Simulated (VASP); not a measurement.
The input files of a VASP run:

POSCAR:
```
NaH
1.0
  0.0000000000   2.3610807461   2.3610807461
  2.3610807461   0.0000000000   2.3610807461
  2.3610807461   2.3610807461   0.0000000000
Na H
1 1
Cart
  0.0000000000   0.0000000000   0.0000000000
  2.3610807461   2.3610807461   2.3610807461
```

**INCAR**
```
SYSTEM = NaH
PREC = Accurate
ENCUT = 520
EDIFF = 1E-6
NELM = 100
ALGO = Normal
LREAL = .FALSE.
LASPH = .TRUE.
ISMEAR = 0
SIGMA = 0.05
GGA = PE
IVDW = 12
LWAVE = .FALSE.
LCHARG = .FALSE.
IBRION = 2
ISIF = 3
NSW = 60
EDIFFG = -0.01
```

KPOINTS:
```
Automatic mesh
0
Gamma
9 9 9
```

POTCAR, in this order: Na_pv H (PBE.64 set). Program: vasp_std.

Q: Write an equivalent input for Quantum ESPRESSO's pw.x.

A: One equivalent input (not run):
```
&CONTROL
  calculation = 'vc-relax'
  pseudo_dir = './pseudo'
  outdir = './out'
  tprnfor = .true.
  tstress = .true.
  nstep = 60
  forc_conv_thr = 0.00039
/
&SYSTEM
  ibrav = 0
  nat = 2
  ntyp = 2
  ecutwfc = 88
  occupations = 'smearing'
  smearing = 'gaussian'
  degauss = 0.003675
  input_dft = 'pbe'
  vdw_corr = 'grimme-d3'
  dftd3_version = 4
  dftd3_threebody = .false.
/
&ELECTRONS
  conv_thr = 7.3e-08
  electron_maxstep = 100
/
&IONS
/
&CELL
/
ATOMIC_SPECIES
  Na 22.990 Na.upf
  H 1.008 H.upf
CELL_PARAMETERS angstrom
    -0.0000000    2.3610807    2.3610807
     2.3610807   -0.0000000    2.3610807
     2.3610807    2.3610807    0.0000000
ATOMIC_POSITIONS crystal
  Na   0.0000000  0.0000000  0.0000000
  H    0.5000000  0.5000000  0.5000000
K_POINTS automatic
  9 9 9 0 0 0
```
Limits of the translation: the potentials are each code's own (VASP's PAW set, PseudoDojo norm-conserving files in pw.x), so ENCUT and ecutwfc are chosen apart and not converted; conv_thr bounds pw.x's estimated SCF error, while EDIFF bounds the energy change between steps; forc_conv_thr acts on force components and is met together with etot_conv_thr.

The compound is NaH in the rock salt structure. It was relaxed first, which changed the volume by -9 %. The start is the result of an earlier pass.
